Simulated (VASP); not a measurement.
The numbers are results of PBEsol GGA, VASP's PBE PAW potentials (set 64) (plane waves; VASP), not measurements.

The input files of a VASP run:

### INCAR
```
SYSTEM = HfC
PREC = Accurate
ENCUT = 520
EDIFF = 1E-7
NELM = 100
ALGO = Normal
LREAL = .FALSE.
LASPH = .TRUE.
ISMEAR = -5
GGA = PS
LMAXMIX = 6
LWAVE = .FALSE.
LCHARG = .TRUE.
LORBIT = 11
NEDOS = 601
ISIF = 2
```

### KPOINTS
```
K-points
0
G
  15 15 15
```

File POSCAR:
```
HfC
1
    0.0000000000     2.3029435898     2.3029435898
    2.3029435898     0.0000000000     2.3029435898
    2.3029435898     2.3029435898     0.0000000000
Hf C
1 1
Direct
  0.0000000000   0.0000000000   0.0000000000
  0.5000000000   0.5000000000   0.5000000000
```

POTCAR, in this order: Hf_pv C (PBE.64 set). Program: vasp_std.

Output

File OSZICAR:
```
       N       E                     dE             d eps       ncg     rms          rms(c)
DAV:   1     0.238956086166E+02    0.23896E+02   -0.77781E+03  2640   0.122E+03
DAV:   2    -0.233327066930E+02   -0.47228E+02   -0.45206E+02  3392   0.217E+02
DAV:   3    -0.250599054479E+02   -0.17272E+01   -0.17157E+01  3376   0.323E+01
DAV:   4    -0.250745649403E+02   -0.14659E-01   -0.14742E-01  3173   0.318E+00
DAV:   5    -0.250747552818E+02   -0.19034E-03   -0.19251E-03  3416   0.289E-01    0.612E+01
DAV:   6    -0.222842100517E+02    0.27905E+01   -0.17903E+01  2924   0.219E+01    0.427E+01
DAV:   7    -0.222116748829E+02    0.72535E-01   -0.59076E-01  3043   0.592E+00    0.239E+01
DAV:   8    -0.222003014794E+02    0.11373E-01   -0.46041E-02  2910   0.209E+00    0.468E+00
DAV:   9    -0.221959735288E+02    0.43280E-02   -0.21277E-02  2980   0.897E-01    0.189E+00
DAV:  10    -0.221957010922E+02    0.27244E-03   -0.10234E-03  3157   0.266E-01    0.257E-01
DAV:  11    -0.221956947845E+02    0.63077E-05   -0.10063E-04  3130   0.794E-02    0.401E-02
DAV:  12    -0.221956932659E+02    0.15186E-05   -0.40025E-06  3079   0.181E-02    0.444E-02
DAV:  13    -0.221956929486E+02    0.31733E-06   -0.23123E-07  2672   0.494E-03    0.113E-03
DAV:  14    -0.221956929454E+02    0.31798E-08   -0.44514E-09  1488   0.593E-04
   1 F= -.22195693E+02 E0= -.22195693E+02  d E =0.000000E+00
```

### OUTCAR
```
------------------------ aborting loop because EDIFF is reached ----------------------------------------
  FORCE on cell =-STRESS in cart. coord.  units (eV):
  Direction    XX          YY          ZZ          XY          YZ          ZX
  --------------------------------------------------------------------------------------
  Total       -0.0209914     -0.0209914     -0.0209914      0.0000000      0.0000000      0.0000000
  in kB       -1.3768033     -1.3768033     -1.3768033      0.0000000      0.0000000      0.0000000
  external PRESSURE =      -1.3768033 kB  Pullay stress =       0.0000000 kB
  volume of cell :       24.43
      direct lattice vectors                 reciprocal lattice vectors
     0.000000000  2.302943590  2.302943590    -0.217113438  0.217113438  0.217113438
     2.302943590  0.000000000  2.302943590     0.217113438 -0.217113438  0.217113438
     2.302943590  2.302943590  0.000000000     0.217113438  0.217113438 -0.217113438
 POSITION                                       TOTAL-FORCE (eV/Angst)
 -----------------------------------------------------------------------------------
      0.00000      0.00000      0.00000        -0.000000      0.000000      0.000000
      2.30294      2.30294      2.30294         0.000000      0.000000      0.000000
 -----------------------------------------------------------------------------------
    total drift:                                0.000000     -0.000000     -0.000000
  FREE ENERGIE OF THE ION-ELECTRON SYSTEM (eV)
  ---------------------------------------------------
  free  energy   TOTEN  =       -22.1956929454 eV

  energy  without entropy=      -22.1956929454  energy(sigma->0) =      -22.19569295

 total charge

# of ion       s       p       d       tot
------------------------------------------
    1        0.319   6.659   1.727   8.706
    2        0.871   1.516   0.000   2.387
--------------------------------------------------
tot          1.191   8.175   1.727  11.093
```
(Selected blocks of OUTCAR.)

**OUTCAR**
```
 val. band max:        6.2108108709   @ k =   0.0667   0.0000   0.0000

 cond. band min:       5.9054391966   @ k =   0.2000   0.2000   0.0000


 Fermi energy:         6.0476090623

 k-point     1 :       0.0000    0.0000    0.0000
  band No.  band energies     occupation
      1     -23.3352      2.00000
      2     -23.3352      2.00000
      3     -23.3352      2.00000
      4      -6.4054      2.00000
      5       7.0717     -0.29667
      6       7.0717      0.00000
      7       7.0717      0.00000
      8       7.3788      0.00000
      9       7.3788      0.00000
     10       7.3788      0.00000
     11       9.4793      0.00000

 k-point     2 :       0.0667    0.0000    0.0000
  band No.  band energies     occupation
      1     -23.3707      2.00000
      2     -23.3385      2.00000
      3     -23.3385      2.00000
      4      -6.2871      2.00000
      5       6.2108      1.08152
      6       6.4740      0.04976
      7       6.4740     -0.10645
      8       7.6358      0.00000
      9       7.6358      0.00000
     10       7.9576      0.00000
     11      10.0615      0.00000

 k-point     3 :       0.1333    0.0000    0.0000
  band No.  band energies     occupation
      1     -23.4697      2.00000
      2     -23.3479      2.00000
      3     -23.3479      2.00000
      4      -5.9435      2.00000
      5       5.0482      2.00576
      6       5.5872      2.04269
      7       5.5872      2.10418
      8       8.0200      0.00000
      9       8.0200      0.00000
     10       8.4088      0.00000
     11      11.2752      0.00000

 k-point     4 :       0.2000    0.0000    0.0000
  band No.  band energies     occupation
      1     -23.6120      2.00000
      2     -23.3618      2.00000
      3     -23.3618      2.00000
      4      -5.4067      2.00000
      5       3.8346      2.00000
      6       4.7538      2.00000
      7       4.7538      2.00000
      8       8.5768      0.00000
      9       8.5768      0.00000
...
```

For a metal the tetrahedron method with Blöchl corrections gives inexact stress and forces. Unless said otherwise, spin-orbit coupling is left out, though it shifts the bands of the heavy elements here.

The compound is HfC in the rock salt structure. It was relaxed first.
